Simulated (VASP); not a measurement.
Consider the following.

```yaml
crystal:
  lattice:
    - [2.15000, -3.72391, 0.00000]
    - [2.15000, 3.72391, 0.00000]
    - [0.00000, 0.00000, 7.01000]
  atoms:
    - { symbol: Cd, position: [0.66667, 0.33333, 0.50000] }
    - { symbol: Cd, position: [0.33333, 0.66667, 0.00000] }
    - { symbol: Se, position: [0.66667, 0.33333, 0.87600] }
    - { symbol: Se, position: [0.33333, 0.66667, 0.37600] }
```

Calculation: PBE GGA, VASP's PBE PAW potentials (set 64) (plane waves; VASP 6.6.1). Numerical set-up: 400 eV cut-off, 7×7×4 Monkhorst-Pack mesh, Gaussian smearing of 0.050 eV, potentials Cd Se.

**Question.** What does the run give for the energy per atom (σ→0), pressure?

**Answer.** 
```
Property                        Value
---------------------  --------------
energy per atom (σ→0)  -2.729 eV/atom
pressure                     2.93 GPa
```

The absolute energy has meaning only against runs of the same code, potentials and settings.

The compound is CdSe in the wurtzite structure. The cell was not relaxed at this level. The run is one of a series of settings (KPOINTS 7×7×4 Monkhorst-Pack mesh against the base run), some of them coarse on purpose.
